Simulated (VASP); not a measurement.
The cell holds one CaSe (rock salt) (100) slab, with vacuum along c, ions free to move until forces fall under 0.03 eV/Å, no reconstruction beyond this cell, dipole correction on. Ionisation potential and electron affinity count from the cell's own band edges, surface states included.

Input:

```
CELL_PARAMETERS angstrom
      4.15496     0.00000     0.00000
      0.00000     4.15496     0.00000
      0.00000     0.00000    26.64051
ATOMIC_POSITIONS crystal
  Ca 0.00000 0.50000 0.33774
  Ca 0.50000 0.00000 0.44355
  Ca 0.00000 0.50000 0.55645
  Ca 0.50000 0.00000 0.66226
  Se 0.00000 0.50000 0.44573
  Se 0.50000 0.00000 0.33232
  Se 0.00000 0.50000 0.66768
  Se 0.50000 0.00000 0.55427
```

Level of theory: PBEsol GGA, VASP's PBE PAW potentials (set 64) (plane waves; VASP). Numerical set-up: 400 eV cut-off, 5×5×1 Γ-centred mesh, Gaussian smearing of 0.050 eV, potentials Ca_sv Se.

```yaml
surface_energy: 0.43 J/m²
ionisation_potential: 4.81 eV
electron_affinity: 2.75 eV
band gap (on the k-mesh): 2.05 eV
```

The cell is a thin slab with vacuum, built from CaSe (rock salt): (100) face.
